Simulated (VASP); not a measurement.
Crystal: Sc3Te.

```
Sc Te
1.0
     0.00000    3.56950    3.56950
     3.56950    0.00000    3.56950
     3.56950    3.56950    0.00000
Sc Te
3 1
Cartesian
  1.7848 1.7848 1.7848
  5.3543 5.3543 5.3543
  3.5695 3.5695 3.5695
  0.0000 0.0000 0.0000
```

The cell was built by a generator and needn't be a form met in nature.

| Property | Result |
| --- | --- |
| Program | VASP 6.6.1 |
| Task | relaxation of cell and atoms |
| Functional | PBE |
| Dispersion | TS-HI |
| Potentials or basis | VASP PAW PBE potentials, release 64 (Sc_sv, Te) |
| Cutoff | 600 eV |
| k mesh | 5 × 5 × 5 |
| Occupations | fermi-dirac, width 0.05 eV |
| Spin | no spin polarisation |

At the start: pressure -4.2 GPa; volume 22.74 Å³/atom.

Q: How do energy, volume and symmetry change on relaxing?

A: Over 4 steps the energy falls by 11.4 meV/atom and the volume is 21.11 Å³/atom (-7.2 %); space group Fm-3m (No. 225, to 0.05 Å).

The path:
```csv
step,energy change (eV),largest force (eV/Å),pressure (GPa),volume (Å³)
1,0.0000,0.0000,-4.20,90.96
2,-0.0354,0.0000,0.83,83.33
3,-0.0499,0.0000,-1.61,86.73
4,-0.0455,0.0000,0.03,84.45
```

Final structure:
```yaml
crystal:
  lattice:
    - [0.00000, 3.48221, 3.48221]
    - [3.48221, 0.00000, 3.48221]
    - [3.48221, 3.48221, 0.00000]
  atoms:
    - { symbol: Sc, position: [0.25000, 0.25000, 0.25000] }
    - { symbol: Sc, position: [0.75000, 0.75000, 0.75000] }
    - { symbol: Sc, position: [0.50000, 0.50000, 0.50000] }
    - { symbol: Te, position: [0.00000, 0.00000, 0.00000] }
```

Caveat: pairwise dispersion overbinds metals, which lowers pressure and volume.
